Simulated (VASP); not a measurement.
An input for Quantum ESPRESSO's pw.x (written as the equivalent of a VASP run, and not itself run):

```
&CONTROL
  calculation = 'vc-relax'
  pseudo_dir = './pseudo'
  outdir = './out'
  tprnfor = .true.
  tstress = .true.
  nstep = 60
  forc_conv_thr = 0.00039
/
&SYSTEM
  ibrav = 0
  nat = 2
  ntyp = 2
  ecutwfc = 66
  occupations = 'smearing'
  smearing = 'methfessel-paxton'
  degauss = 0.00735
  input_dft = 'pbe'
/
&ELECTRONS
  conv_thr = 7.3e-08
  electron_maxstep = 100
/
&IONS
/
&CELL
/
ATOMIC_SPECIES
  Hg 200.592 Hg.upf
  S 32.060 S.upf
CELL_PARAMETERS angstrom
     0.0000000    3.0007595    3.0007595
     3.0007595   -0.0000000    3.0007595
     3.0007595    3.0007595    0.0000000
ATOMIC_POSITIONS crystal
  Hg   0.0000000  0.0000000  0.0000000
  S    0.7500000  0.7500000  0.7500000
K_POINTS automatic
  10 10 10 0 0 0
```

Translate this input to VASP (INCAR, KPOINTS, POSCAR, choice of POTCAR).

Several could match; the one computed here: 
### POSCAR
```
HgS
1
    0.0000000000     3.0007594849     3.0007594849
    3.0007594849    -0.0000000000     3.0007594849
    3.0007594849     3.0007594849     0.0000000000
Hg S
1 1
Direct
  0.0000000000   0.0000000000   0.0000000000
  0.7500000000   0.7500000000   0.7500000000
```

KPOINTS:
```
K-points
0
G
  10 10 10
0 0 0
```

### INCAR
```
ALGO=Normal
EDIFF=1E-6
EDIFFG=-0.01
ENCUT=480
GGA=PE
IBRION=2
ISIF=3
ISMEAR=1
LASPH=.TRUE.
LCHARG=.FALSE.
LMAXMIX=6
LREAL=.FALSE.
LWAVE=.FALSE.
NELM=100
NSW=60
PREC=Accurate
SIGMA=0.1
SYSTEM=HgS
```

POTCAR, in this order: Hg S (PBE.64 set). Program: vasp_std.

Limits of the translation: the potentials are each code's own (VASP's PAW set, PseudoDojo norm-conserving files in pw.x), so ENCUT and ecutwfc are chosen apart and not converted; conv_thr bounds pw.x's estimated SCF error, while EDIFF bounds the energy change between steps; forc_conv_thr acts on force components and is met together with etot_conv_thr.

The compound is HgS in the zinc blende structure, metacinnabar; cinnabar is the stable form. It was relaxed first, which changed the volume by +8 %. The start is the result of an earlier pass.
